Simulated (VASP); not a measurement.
Crystal: AlN.

```xyz
4
Lattice="3.1130 0.0000 0.0000 -1.5565 2.6959 0.0000 0.0000 0.0000 4.9810" Properties=species:S:1:pos:R:3 pbc="T T T"
Al    0.0000    1.7973    0.0000
Al    1.5565    0.8986    2.4905
N     0.0000    1.7973    1.8928
N     1.5565    0.8986    4.3833
```

* Program: VASP 6.6.1
* Task: relaxation of cell and atoms
* Functional: PBE
* Potentials or basis: VASP PAW PBE potentials, release 64 (Al, N)
* Cutoff: 600 eV
* k mesh: 12 × 12 × 6
* Occupations: gaussian, width 0.03 eV
* Spin: no spin polarisation

At the start: pressure 3.3 GPa; volume 10.45 Å³/atom.

Where does the relaxation end?

Over 3 steps the energy falls by 2.1 meV/atom and the volume is 10.62 Å³/atom (+1.7 %); space group P6_3mc (No. 186, to 0.05 Å).

The path:
```
step  energy change (eV)  largest force (eV/Å)  pressure (GPa)  volume (Å³)
   1              0.0000                0.1289            3.35        41.80
   2             -0.0017                0.0910           -2.80        43.14
   3             -0.0083                0.0042            0.02        42.50
```

Final structure:
```
Al N
1.0
     3.12734    0.00000    0.00000
    -1.56367    2.70836    0.00000
     0.00000    0.00000    5.01754
Al N
2 2
Cartesian
  0.0000 1.8056 5.0142
  1.5637 0.9028 2.5054
  0.0000 1.8056 1.9100
  1.5637 0.9028 4.4188
```
